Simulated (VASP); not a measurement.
```yaml
crystal:
  lattice:
    - [2.82018, 0.00000, 0.00000]
    - [0.00000, 2.82018, 0.00000]
    - [0.00000, 0.00000, 2.82018]
  atoms:
    - { symbol: Co, position: [0.00000, 0.00000, 0.00000] }
    - { symbol: Al, position: [0.50000, 0.50000, 0.50000] }
```

Level of theory: r2SCAN meta-GGA, VASP's PBE PAW potentials (set 64) (plane waves; VASP). Settings: 400 eV cut-off, 14×14×14 Γ-centred mesh, tetrahedra with Blöchl corrections, potentials Co Al.

Question: Give the energies of bands 1 to 9 at the high-symmetry points, in eV from the Fermi level.

Answer: 
| band | Γ | X | M | R |
|---|---|---|---|---|
| 1 | -11.99 | -7.33 | -5.74 | -4.48 |
| 2 | -3.26 | -7.28 | -3.37 | -4.48 |
| 3 | -3.26 | -2.58 | -3.07 | -4.48 |
| 4 | -1.17 | -2.10 | -3.07 | -0.20 |
| 5 | -1.17 | -2.10 | -1.89 | -0.20 |
| 6 | -1.17 | -1.05 | -1.89 | 2.31 |
| 7 | 6.44 | 0.21 | -0.24 | 2.31 |
| 8 | 6.44 | 8.71 | 2.58 | 2.31 |
| 9 | 6.44 | 11.24 | 3.71 | 5.12 |

It has no gap at this level: it comes out as a metal or semimetal.

The structure was generated: CoAl was put into the CsCl type type (Pm-3m), which need not be its known phase. It was relaxed first, which changed the volume by -32 %. The run is not spin-polarised, so no magnetic state was tried.
